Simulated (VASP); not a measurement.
Computed with PBE GGA with spin-orbit coupling, VASP's PBE PAW potentials (set 64) (plane waves; VASP 6.6.1).

The input files of a VASP run:

### INCAR
```
# general
SYSTEM         =  GeMo
PREC           =  Accurate
ENCUT          =  300   # plane-wave cut-off (eV)
LREAL          =  .FALSE.   # projection in real space or not
LASPH          =  .TRUE.   # aspherical one-centre terms

# electronic loop
EDIFF          =  1E-6   # SCF stop (eV)
NELM           =  100
ALGO           =  Normal
LMAXMIX        =  4   # l cut-off of mixed one-centre charges

# smearing
ISMEAR         =  0   # Gaussian
SIGMA          =  0.1

# functional
GGA            =  PE   # PBE
GGA_COMPAT     =  .FALSE.

# spin
MAGMOM         =  0.0 0.0 0.0 0.0 0.0 0.0
LSORBIT        =  .TRUE.
LNONCOLLINEAR  =  .TRUE.

# ions
ISIF           =  2   # forces and stress, cell fixed

# output
LWAVE          =  .FALSE.
LCHARG         =  .FALSE.
LORBIT         =  11   # lm-projected
```

### POSCAR
```
GeMo
1.0
  0.0000000000   2.8430770000   2.8430770000
  2.8430770000   0.0000000000   2.8430770000
  2.8430770000   2.8430770000   0.0000000000
Ge Mo
1 1
Cartesian
  0.0000000000   0.0000000000   0.0000000000
  2.8430770000   2.8430770000   2.8430770000
```

**KPOINTS**
```
Automatic mesh
0
Gamma
5 5 5
0 0 0
```

POTCAR, in this order: Ge_d Mo_sv (PBE.64 set). Program: vasp_ncl.

At this cut-off the stress carries a Pulay error, which pulls relaxed volumes low.

Task: Predict the energy per atom (σ→0), pressure, band gap (on the k-mesh).

Result: 
- energy per atom (σ→0) = -6.734 eV/atom
- band gap (on the k-mesh) = none (metal, semimetal or under 0.01 eV)
- pressure = -24.27 GPa

OSZICAR:
```
...
DAV:   8    -0.134902765980E+02    0.44947E-02   -0.80246E-02   876   0.249E+00    0.495E-01
DAV:   9    -0.134902536400E+02    0.22958E-04   -0.50862E-03   860   0.473E-01    0.230E-01
DAV:  10    -0.134901559227E+02    0.97717E-04   -0.35889E-04   868   0.254E-01    0.854E-02
DAV:  11    -0.134901795822E+02   -0.23660E-04   -0.33035E-04   912   0.233E-01    0.284E-02
DAV:  12    -0.134901801403E+02   -0.55806E-06   -0.45238E-05   736   0.512E-02    0.936E-03
DAV:  13    -0.134901784827E+02    0.16576E-05   -0.55950E-06   752   0.209E-02    0.111E-03
DAV:  14    -0.134901784730E+02    0.97334E-08   -0.27807E-07   404   0.370E-03
   1 F= -.13490178E+02 E0= -.13468936E+02  d E =-.424858E-01  mag=     0.0000     0.0000    -0.0000
```

The structure was generated: GeMo was put into an ordered model structure, which need not be its known phase. The cell was not relaxed at this level. The k-mesh is coarse (spacing up to 0.38 per Å, 2π included), so the numbers may not be converged in it. The run is one of a series of settings (GGA_COMPAT = .FALSE., LNONCOLLINEAR = .TRUE., LSORBIT = .TRUE., MAGMOM = 0.0 0.0 0.0 0.0 0.0 0.0, program vasp_ncl against the base run), some of them coarse on purpose.
